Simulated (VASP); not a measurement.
# Lattice of TiC (Khamrabaevite), functional by functional

How much does the relaxed cell of TiC (Khamrabaevite) depend on the functional? The starting structure is a measured crystal structure from the Crystallography Open Database. The first relaxation on each setting starts from this cell expanded by 3 % in volume.

Program: VASP 6.6.1. Level of theory: Kohn-Sham DFT with plane waves and PAW; PBEsol, LDA, PBE, PBEsol + D3(BJ), r2SCAN, PBEsol+U (Ti d 4 eV), LDA+U (Ti d 4 eV) and r2SCAN + rVV10. Results are calculated unless marked as measured.

**1. Set-up**

The structure is cubic, space group Fm-3m (No. 225). Conventional cell: a = 4.328 Å, b = 4.328 Å, c = 4.328 Å, α = 90.00°, β = 90.00°, γ = 90.00°. Ti has 6 C at 2.16 Å nearest. Nearest to C lie 6 Ti at 2.16 Å. Farther neighbours are not listed.

**2. Relaxation with PBEsol**

PBEsol restores the gradient expansion of exchange and is tuned for the cells of solids. This run starts from the cell of an earlier relaxation, which isn't shown; the restart sets up the plane waves anew.

The input, INCAR:

```
SYSTEM = TiC
PREC = Accurate
ENCUT = 520
EDIFF = 1E-06
NELM = 100
ISMEAR = 1
SIGMA = 0.15
LREAL = .FALSE.
ALGO = Normal
GGA = PS
NBANDS = 14
LASPH = .TRUE.
LORBIT = 11
LWAVE = .FALSE.
LCHARG = .FALSE.
KPAR = 4
IBRION = 2
NSW = 50
ISIF = 3
EDIFFG = -0.006
```

The input, POSCAR:

```
TiC
1.0
    0.0000000000      2.1472914717      2.1472914717
    2.1472914717      0.0000000000      2.1472914717
    2.1472914717      2.1472914717      0.0000000000
Ti C
1 1
Direct
    0.0000000000      0.0000000000      0.0000000000
    0.5000000000      0.5000000000      0.5000000000
```

The input, KPOINTS:

```
Automatic mesh
0
Gamma
18 18 18
0 0 0
```

The projector-augmented-wave data sets are Ti_sv and C (PBE family, release 64).

Launch:

```console
> mpirun -np 4 vasp_std
```

The log of the run:

```text
[banner, memory and clock lines left out]
running    4 mpi-ranks, on    1 nodes
 distrk:  each k-point on    1 cores,    4 groups
 distr:  one band on    1 cores,    1 groups

 POSCAR found type information on POSCAR TiC
 POSCAR found :  2 types and       2 ions
|                                                                             |
|               ----> ADVICE to this user running VASP <----                  |
|                                                                             |
|     You enforced a specific xc type in the INCAR file but a different       |
|     [... a line on the potential file left out ...]
|     I HOPE YOU KNOW WHAT YOU ARE DOING!                                     |
|                                                                             |

 LDA part: xc-table for (Slater+PW92), standard interpolation
 POSCAR, INCAR and KPOINTS ok, starting setup
 FFT: planning ... GRIDC
 FFT: planning ... GRID_SOFT
 FFT: planning ... GRID
 WAVECAR not read
 entering main loop
       N       E                     dE             d eps       ncg     rms          rms(c)
DAV:   1     0.118025046048E+03    0.11803E+03   -0.81704E+03  5482   0.137E+03
DAV:   2    -0.170395067350E+02   -0.13506E+03   -0.12749E+03  5856   0.351E+02
DAV:   3    -0.248487345116E+02   -0.78092E+01   -0.76362E+01  7168   0.829E+01
DAV:   4    -0.251551944230E+02   -0.30646E+00   -0.30619E+00  6830   0.150E+01
DAV:   5    -0.251628680015E+02   -0.76736E-02   -0.76730E-02  7378   0.205E+00    0.189E+01
DAV:   6    -0.203613056457E+02    0.48016E+01   -0.12541E+01  7798   0.601E+01    0.665E+00
DAV:   7    -0.198438570143E+02    0.51745E+00   -0.20084E+00  6654   0.212E+01    0.528E+00
DAV:   8    -0.198101476042E+02    0.33709E-01   -0.11347E-01  6144   0.420E+00    0.312E+00
DAV:   9    -0.198056393768E+02    0.45082E-02   -0.10135E-01  6620   0.384E+00    0.810E-01
DAV:  10    -0.198042238074E+02    0.14156E-02   -0.98124E-03  7562   0.136E+00    0.707E-01
DAV:  11    -0.198020711405E+02    0.21527E-02   -0.55674E-03  5796   0.112E+00    0.129E-01
DAV:  12    -0.198020593648E+02    0.11776E-04   -0.36575E-04  6240   0.225E-01    0.413E-02
DAV:  13    -0.198020531435E+02    0.62213E-05   -0.15349E-05  7064   0.336E-02    0.609E-03
DAV:  14    -0.198020529196E+02    0.22382E-06   -0.42430E-07  4166   0.860E-03
   1 F= -.19802053E+02 E0= -.19802016E+02  d E =-.198021E+02
 curvature:   0.00 expect dE= 0.000E+00 dE for cont linesearch  0.000E+00
 trial: gam= 0.00000 g(F)=  0.997E-63 g(S)=  0.363E-08 ort = 0.000E+00 (trialstep = 0.100E+01)
 search vector abs. value=  0.373E-08
 reached required accuracy - stopping structural energy minimisation
```

Wall time 14 s (4 MPI ranks of Intel Xeon Platinum 8259CL at 2.50GHz (Skylake/Cascade Lake), shared host); peak memory 0.68 GiB; 43 s of CPU time.

Lines that name or quote the potential files are left out of all logs, and their timing lines are given in words.

Parts of OUTCAR (step 2):

```text
ion  position               nearest neighbor table
   1  0.000  0.000  0.000-   2 2.15   2 2.15   2 2.15   2 2.15   2 2.15   2 2.15
   2  0.500  0.500  0.500-   1 2.15   1 2.15   1 2.15   1 2.15   1 2.15   1 2.15

  LATTYP: Found a face centered cubic cell.
 ALAT       =     4.2945829434

 Subroutine GETGRP returns: Found 48 space group operations
 (whereof 48 operations were pure point group operations)

The static configuration has the point symmetry O_h .

 Found    195 irreducible k-points:

   k-points           NKPTS =    195   k-points in BZ     NKDIM =    195   number of bands    NBANDS=     14

   dimension x,y,z NGX =    24 NGY =   24 NGZ =   24
   dimension x,y,z NGXF=    48 NGYF=   48 NGZF=   48

   ENCUT  =  520.0 eV  38.22 Ry    6.18 a.u.   5.65  5.65  5.65*2*pi/ulx,y,z

   NELECT =      16.0000    total number of electrons

 k-points in reciprocal lattice and weights: Automatic mesh
   0.00000000  0.00000000  0.00000000       0.000
   0.05555556  0.00000000  0.00000000       0.001
   0.11111111  0.00000000  0.00000000       0.001
   0.16666667  0.00000000  0.00000000       0.001
   0.22222222  0.00000000  0.00000000       0.001
   0.27777778  0.00000000  0.00000000       0.001
   0.33333333  0.00000000  0.00000000       0.001
   0.38888889  0.00000000  0.00000000       0.001
   0.44444444  0.00000000  0.00000000       0.001
[...]
-0.27777778  0.44444444  0.22222222       0.004
  -0.27777778  0.50000000  0.22222222       0.002

 average (electrostatic) potential at core
       1 -70.5796       2 -44.2994

 E-fermi :   9.6076

 k-point     1 :       0.0000    0.0000    0.0000
  band No.  band energies     occupation
      1     -46.6513      2.00000
      2     -22.7637      2.00000
      3     -22.7637      2.00000
      4     -22.7637      2.00000
      5      -2.8816      2.00000
      6      10.2767     -0.00000
      7      10.2767     -0.00000
      8      10.2767     -0.00000
      9      11.3426     -0.00000
     10      11.3426     -0.00000
    ...

 k-point     2 :       0.0556    0.0000    0.0000
  band No.  band energies     occupation
      1     -46.6488      2.00000
      2     -22.7812      2.00000
      3     -22.7653      2.00000
      4     -22.7653      2.00000
      5      -2.8088      2.00000
      6       9.9120     -0.01455
      7      10.1417     -0.00001
      8      10.1417     -0.00001
      9      10.6869     -0.00000
     10      10.6869     -0.00000
    ...

 k-point     3 :       0.1111    0.0000    0.0000
  band No.  band energies     occupation
    ...
      4     -22.7700      2.00000
      5      -2.5938      2.00000
      6       9.1578      2.00019
      7       9.4935      1.95860
      8       9.4935      1.95860
      9      10.6763     -0.00000
     10      10.6763     -0.00000
     11      11.8501     -0.00000
     12      13.2554      0.00000
     13      13.2554      0.00000
    ...

  Total        0.0002241      0.0002241      0.0002241     -0.0000000     -0.0000000     -0.0000000
  in kB        0.0181311      0.0181311      0.0181311     -0.0000000     -0.0000000     -0.0000000
  external PRESSURE =       0.0181311 kB  Pullay stress =       0.0000000 kB

  energy-cutoff  :      520.00
  volume of cell :       19.80
      direct lattice vectors                 reciprocal lattice vectors
     0.000000000  2.147291472  2.147291472    -0.232851481  0.232851481  0.232851481
     2.147291472  0.000000000  2.147291472     0.232851481 -0.232851481  0.232851481
     2.147291472  2.147291472  0.000000000     0.232851481  0.232851481 -0.232851481

 POSITION                                       TOTAL-FORCE (eV/Angst)
 -----------------------------------------------------------------------------------
      0.00000      0.00000      0.00000        -0.000000     -0.000000     -0.000000
      2.14729      2.14729      2.14729         0.000000      0.000000      0.000000
 -----------------------------------------------------------------------------------
    total drift:                                0.000000     -0.000000     -0.000000

  FREE ENERGIE OF THE ION-ELECTRON SYSTEM (eV)
  ---------------------------------------------------
  free  energy   TOTEN  =       -19.8020529196 eV

  energy  without entropy=      -19.8019430576  energy(sigma->0) =      -19.80201630

 reached required accuracy - stopping structural energy minimisation

 total charge
# of ion       s       p       d       tot
------------------------------------------
    1        2.206   6.263   1.994  10.464
    2        0.893   1.505   0.000   2.398
--------------------------------------------------
tot          3.099   7.769   1.994  12.862

[... 3 further parts left out ...]
```

CONTCAR:

```
TiC
   1.00000000000000
     0.0000000000000000    2.1472914717000000    2.1472914717000000
     2.1472914717000000    0.0000000000000000    2.1472914717000000
     2.1472914717000000    2.1472914717000000    0.0000000000000000
  Ti              C
     1     1
Direct
     0.0000000000000000    0.0000000000000000    0.0000000000000000
     0.5000000000000000    0.5000000000000000    0.5000000000000000
```

The PAW data sets were made with PBE, which is usual practice but a small mismatch for other functionals. The run keeps the 48 symmetry operations of its start, so it cannot find a distortion of lower symmetry.

With PBEsol the relaxed cell holds 9.901 Å³ an atom, -2.30 % against the measured cell, with a = 4.295 Å.

**3. Relaxation with LDA**

LDA, the lowest rung, knows the local density alone. This run starts from the cell of an earlier relaxation, which isn't shown; the restart sets up the plane waves anew.

Changes to INCAR since step 2:

```diff
@@ -9,3 +9,3 @@
 ALGO = Normal
-GGA = PS
+GGA = CA
 NBANDS = 14
```

The input, POSCAR:

```
TiC
1.0
    0.0000000000      2.1323452083      2.1323452083
    2.1323452083      0.0000000000      2.1323452083
    2.1323452083      2.1323452083      0.0000000000
Ti C
1 1
Direct
    0.0000000000      0.0000000000      0.0000000000
    0.5000000000      0.5000000000      0.5000000000
```

KPOINTS is that of step 2.

The projector-augmented-wave data sets are Ti_sv and C (LDA family, release 64).

Launch:

```console
> mpirun -np 4 vasp_std
```

The log of the run:

```text
[banner, memory and clock lines left out]
running    4 mpi-ranks, on    1 nodes
[...]
LDA part: xc-table for (Slater(with rela. corr.)+CA(PZ))
 , standard interpolation
 POSCAR, INCAR and KPOINTS ok, starting setup
[...]
entering main loop
       N       E                     dE             d eps       ncg     rms          rms(c)
DAV:   1     0.118061139126E+03    0.11806E+03   -0.80567E+03  5472   0.137E+03
DAV:   2    -0.177371756574E+02   -0.13580E+03   -0.12727E+03  5784   0.353E+02
DAV:   3    -0.256461598665E+02   -0.79090E+01   -0.77364E+01  7198   0.838E+01
DAV:   4    -0.259752270987E+02   -0.32907E+00   -0.32888E+00  6768   0.156E+01
[...]
DAV:  12    -0.205388575835E+02    0.69635E-05   -0.37102E-04  6048   0.222E-01    0.475E-02
DAV:  13    -0.205388473375E+02    0.10246E-04   -0.20136E-05  6792   0.358E-02    0.632E-03
DAV:  14    -0.205388469983E+02    0.33923E-06   -0.63227E-07  4464   0.104E-02
   1 F= -.20538847E+02 E0= -.20538829E+02  d E =-.205388E+02
[...]
reached required accuracy - stopping structural energy minimisation
```

Elapsed: 14 s, on 4 MPI ranks; peak memory 0.65 GiB; 43 s of CPU time.

Parts of OUTCAR (step 3):

```text
  Total       -0.0081874     -0.0081874     -0.0081874      0.0000000      0.0000000      0.0000000
  in kB       -0.6764763     -0.6764763     -0.6764763      0.0000000      0.0000000      0.0000000
  external PRESSURE =      -0.6764763 kB  Pullay stress =       0.0000000 kB

 POSITION                                       TOTAL-FORCE (eV/Angst)
 -----------------------------------------------------------------------------------
      0.00000      0.00000      0.00000         0.000000     -0.000000      0.000000
      2.13235      2.13235      2.13235        -0.000000      0.000000      0.000000
 -----------------------------------------------------------------------------------
    total drift:                                0.000000     -0.000000     -0.000000

  FREE ENERGIE OF THE ION-ELECTRON SYSTEM (eV)
  ---------------------------------------------------
  free  energy   TOTEN  =       -20.5388469983 eV

  energy  without entropy=      -20.5387922050  energy(sigma->0) =      -20.53882873

[... 2 parts as in an earlier step ...]

[... 2 further parts left out ...]
[key lines of the parts left out:]
E-fermi :   9.7917
```

With LDA the relaxed cell holds 9.696 Å³ an atom, -4.32 % against the measured cell, with a = 4.265 Å. That is -2.07 % from PBEsol.

**4. Relaxation with PBE**

PBE, the usual starting point, adds the gradient of the density. This run starts from the cell of an earlier relaxation, which isn't shown; the restart sets up the plane waves anew.

Changes to INCAR since step 3:

```diff
@@ -9,3 +9,3 @@
 ALGO = Normal
-GGA = CA
+GGA = PE
 NBANDS = 14
```

The input, POSCAR:

```
TiC
1.0
    0.0000000000      2.1673435143      2.1673435143
    2.1673435143      0.0000000000      2.1673435143
    2.1673435143      2.1673435143      0.0000000000
Ti C
1 1
Direct
    0.0000000000      0.0000000000      0.0000000000
    0.5000000000      0.5000000000      0.5000000000
```

KPOINTS is that of step 3.

PAW data sets: Ti_sv and C (PBE family, release 64).

Launch:

```console
> mpirun -np 4 vasp_std
```

The log of the run:

```text
[banner, memory and clock lines left out]
running    4 mpi-ranks, on    1 nodes
[...]
LDA part: xc-table for (Slater+PW92), standard interpolation
 POSCAR, INCAR and KPOINTS ok, starting setup
[...]
entering main loop
       N       E                     dE             d eps       ncg     rms          rms(c)
DAV:   1     0.119489981860E+03    0.11949E+03   -0.81084E+03  5472   0.135E+03
DAV:   2    -0.161476887607E+02   -0.13564E+03   -0.12759E+03  5838   0.348E+02
DAV:   3    -0.240068919871E+02   -0.78592E+01   -0.76816E+01  7174   0.835E+01
DAV:   4    -0.243212381681E+02   -0.31435E+00   -0.31414E+00  6868   0.152E+01
[...]
DAV:  12    -0.187093037698E+02    0.28947E-03   -0.62289E-04  6876   0.364E-01    0.451E-02
DAV:  13    -0.187092974939E+02    0.62758E-05   -0.68266E-05  6270   0.892E-02    0.113E-02
DAV:  14    -0.187092966432E+02    0.85070E-06   -0.20656E-06  5648   0.210E-02
   1 F= -.18709297E+02 E0= -.18709248E+02  d E =-.187093E+02
[...]
reached required accuracy - stopping structural energy minimisation
```

Wall time 15 s (4 MPI ranks); peak memory 0.7 GiB.

From OUTCAR (step 4):

```text
  Total       -0.0119298     -0.0119298     -0.0119298      0.0000000      0.0000000     -0.0000000
  in kB       -0.9387106     -0.9387106     -0.9387106      0.0000000      0.0000000     -0.0000000
  external PRESSURE =      -0.9387106 kB  Pullay stress =       0.0000000 kB

 POSITION                                       TOTAL-FORCE (eV/Angst)
 -----------------------------------------------------------------------------------
      0.00000      0.00000      0.00000         0.000000      0.000000      0.000000
      2.16734      2.16734      2.16734         0.000000     -0.000000      0.000000
 -----------------------------------------------------------------------------------
    total drift:                                0.000000     -0.000000     -0.000000

  FREE ENERGIE OF THE ION-ELECTRON SYSTEM (eV)
  ---------------------------------------------------
  free  energy   TOTEN  =       -18.7092966432 eV

  energy  without entropy=      -18.7091496734  energy(sigma->0) =      -18.70924765

[... 2 parts as in an earlier step ...]

[... 2 further parts left out ...]
[key lines of the parts left out:]
E-fermi :   9.3959
```

With PBE the relaxed cell holds 10.181 Å³ an atom, +0.46 % against the measured cell, with a = 4.335 Å. That is +2.83 % from PBEsol.

**5. Relaxation with PBEsol + D3(BJ)**

D3 with Becke-Johnson damping keeps a finite attraction at short range. This run starts from the cell of an earlier relaxation, which isn't shown; the restart sets up the plane waves anew.

Changes to INCAR since step 4:

```diff
@@ -9,3 +9,4 @@
 ALGO = Normal
-GGA = PE
+GGA = PS
+IVDW = 12
 NBANDS = 14
```

The input, POSCAR:

```
TiC
1.0
    0.0000000000      2.1289324113      2.1289324113
    2.1289324113      0.0000000000      2.1289324113
    2.1289324113      2.1289324113      0.0000000000
Ti C
1 1
Direct
    0.0000000000      0.0000000000      0.0000000000
    0.5000000000      0.5000000000      0.5000000000
```

KPOINTS is that of step 4.

Launch:

```console
> mpirun -np 4 vasp_std
```

The log of the run:

```text
[banner, memory and clock lines left out]
running    4 mpi-ranks, on    1 nodes
[...]
[... a notice as in an earlier step ...]

 LDA part: xc-table for (Slater+PW92), standard interpolation
 POSCAR, INCAR and KPOINTS ok, starting setup
[...]
entering main loop
       N       E                     dE             d eps       ncg     rms          rms(c)
DAV:   1     0.116180661973E+03    0.11618E+03   -0.81893E+03  5460   0.139E+03
DAV:   2    -0.172318004553E+02   -0.13341E+03   -0.12532E+03  5838   0.350E+02
DAV:   3    -0.247786792302E+02   -0.75469E+01   -0.73851E+01  7108   0.820E+01
DAV:   4    -0.250747407790E+02   -0.29606E+00   -0.29580E+00  6700   0.148E+01
[...]
DAV:  12    -0.197906601341E+02    0.28277E-04   -0.32073E-04  6150   0.249E-01    0.133E-02
DAV:  13    -0.197906543527E+02    0.57813E-05   -0.15063E-05  7694   0.530E-02    0.406E-03
DAV:  14    -0.197906542036E+02    0.14911E-06   -0.52486E-07  3864   0.127E-02
   1 F= -.20650834E+02 E0= -.20650813E+02  d E =-.206508E+02
[...]
reached required accuracy - stopping structural energy minimisation
```

The job ended after 15 s (4 MPI ranks; peak memory 0.71 GiB).

OUTCAR, selected parts (step 5):

```text
 Edisp (eV)   -0.86018

  Total       0.00050     0.00050     0.00050    -0.00000     0.00000    -0.00000
  in kB       0.04169     0.04169     0.04169    -0.00000     0.00000    -0.00000
  external pressure =        0.04 kB  Pullay stress =        0.00 kB

 POSITION                                       TOTAL-FORCE (eV/Angst)
 -----------------------------------------------------------------------------------
      0.00000      0.00000      0.00000        -0.000000      0.000000      0.000000
      2.12893      2.12893      2.12893         0.000000      0.000000      0.000000
 -----------------------------------------------------------------------------------
    total drift:                                0.000000     -0.000000     -0.000000

  FREE ENERGIE OF THE ION-ELECTRON SYSTEM (eV)
  ---------------------------------------------------
  free  energy   TOTEN  =       -20.6508338887 eV

  energy  without entropy=      -20.6507716407  energy(sigma->0) =      -20.65081314

[... 2 parts as in an earlier step ...]

[... 2 further parts left out ...]
[key lines of the parts left out:]
E-fermi :   9.9195
```

With PBEsol + D3(BJ) the relaxed cell holds 9.649 Å³ an atom, -4.78 % against the measured cell, with a = 4.258 Å. That is -2.54 % from PBEsol.

(Continued in part 2 of 2.)

[Lines on the potential files, build, host, timing and source positions are cut from VASP's logs without a mark.]

[Logs are printed without paths, hosts, clocks, repeated set-up lines and the standing remarks that a program may print on its own settings, such as how far it seeks lower states.]

[Hosts, paths, dates, database ids (printed as entryN), source tags and the programs' standing remarks are cut or masked in the printed files.]
